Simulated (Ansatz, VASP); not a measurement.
**BPd4: VASP beside Ansatz**

```
CELL_PARAMETERS angstrom
2.89203 0.00000 0.00000
0.00000 4.36501 0.00000
0.00000 0.00000 5.85632
ATOMIC_POSITIONS crystal
Pd 0.50000 0.00000 0.19758
Pd 0.00000 0.00000 0.61947
Pd 0.00000 0.50000 0.32916
Pd 0.50000 0.50000 0.86756
B 0.50000 0.00000 0.86323
```

The cell comes from a database or a generator and needn't be the stable form of this composition.

Alike in both runs: functional BLYP; k mesh 9 × 6 × 5; occupations fermi-dirac, width 0.05 eV; no spin polarisation.

|  | VASP | Ansatz |
| --- | --- | --- |
| version | VASP 6.6.1 | Ansatz 0.2.0 |
| potentials or method | VASP PAW PBE potentials, release 64 (Pd, B) | Ansatz PAW |
| plane-wave cutoff (eV) | 520 | 420 |
| valence electrons in the cell | 43 | 75 |
| task | single point | projected density of states |

VASP gave:

* gap on the k mesh at the Fermi level (eV): none
* pressure (GPa): 7.8
* largest component of the traceless stress (GPa): 0.70
* rms of the force components (eV/Å): 0.069

Estimate Ansatz's values.

gap on the k mesh at the Fermi level (eV): none; pressure (GPa): 7.2; largest component of the traceless stress (GPa): 0.82; rms of the force components (eV/Å): 0.091.

Atom by atom the forces differ by 0.027 eV/Å (rms over components). A gap of «none» marks a metal or a gap that the smearing closes. The two sets of potentials don't hold the same shells in valence.

Caveats: the PAW data sets were made with another functional, which shifts forces and pressure a little (VASP); the PAW data sets come from PBE, with cores solved anew for the run's functional, which leaves a small shift of forces and pressure (Ansatz); the density of states is complete only up to the lowest level of the last band computed (Ansatz).
